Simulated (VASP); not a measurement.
Take GaP (zinc blende), without spin-orbit terms, in VASP with PAW potentials, and its band gap. mBJ is a potential without an energy functional, so only the levels count.

Task: One run gives 1.45 eV. Which level is it?
A. SCAN (starting cell)
B. PBEsol (own cell)
C. mBJ (TB09) (PBE cell)
D. LDA (own cell)

Result: B, PBEsol (own cell).  The others give 1.83 (SCAN (starting cell)), 2.45 (mBJ (TB09) (PBE cell)), 1.39 (LDA (own cell)).

Only levels that ran to the end are used. Left out are those held back, those with too coarse a band path, GW runs whose mesh misses a band edge, hybrids' fits of cells that aren't cubic and levels without matching references; a question may draw on a part of the rest.

The compound is GaP in the zinc blende structure.
